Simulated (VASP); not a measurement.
Input for VASP

**POSCAR**
```
CdTe
1
    0.0000000000     2.9100072346     2.9100072346
    2.9100072346    -0.0000000000     2.9100072346
    2.9100072346     2.9100072346    -0.0000000000
Cd Te
1 1
Direct
  0.0000000000   0.0000000000   0.0000000000
  0.2500000000   0.2500000000   0.2500000000
```

**KPOINTS**
```
Automatic mesh
0
Gamma
8 8 8
0 0 0
```

**INCAR**
```
! general
SYSTEM  = CdTe
PREC    = Accurate
ENCUT   = 500
LREAL   = F
LASPH   = T

! electronic loop
EDIFF   = 1E-6
NELM    = 100
ALGO    = Normal
LMAXMIX = 4

! smearing
ISMEAR  = 0
SIGMA   = 0.05

! functional
GGA     = PS

! ions
IBRION  = 2
NSW     = 40
ISIF    = 3
EDIFFG  = -0.02
PSTRESS = 300

! output
LWAVE   = F
LCHARG  = F
```

POTCAR, in this order: Cd Te (PBE.64 set). Program: vasp_std.

Q: Translate this PBEsol calculation to Quantum ESPRESSO's pw.x.

A: One equivalent input (not run):
```
&CONTROL
  calculation = 'vc-relax'
  pseudo_dir = './pseudo'
  outdir = './out'
  tprnfor = .true.
  tstress = .true.
  nstep = 40
  forc_conv_thr = 0.00078
/
&SYSTEM
  ibrav = 0
  nat = 2
  ntyp = 2
  ecutwfc = 102
  occupations = 'smearing'
  smearing = 'gaussian'
  degauss = 0.003675
  input_dft = 'pbesol'
/
&ELECTRONS
  conv_thr = 7.3e-08
  electron_maxstep = 100
/
&IONS
/
&CELL
  press = 300
/
ATOMIC_SPECIES
  Cd 112.414 Cd.upf
  Te 127.600 Te.upf
CELL_PARAMETERS angstrom
     0.0000000    2.9100072    2.9100072
     2.9100072   -0.0000000    2.9100072
     2.9100072    2.9100072   -0.0000000
ATOMIC_POSITIONS crystal
  Cd   0.0000000  0.0000000  0.0000000
  Te   0.2500000  0.2500000  0.2500000
K_POINTS automatic
  8 8 8 0 0 0
```
The two are equivalent in intent, not identical: the potentials are each code's own (VASP's PAW set, PseudoDojo norm-conserving files in pw.x), so ENCUT and ecutwfc are chosen apart and not converted; conv_thr bounds pw.x's estimated SCF error, while EDIFF bounds the energy change between steps; forc_conv_thr acts on force components and is met together with etot_conv_thr.

The compound is CdTe in the zinc blende structure. It was relaxed first under an external pressure of 30 GPa.
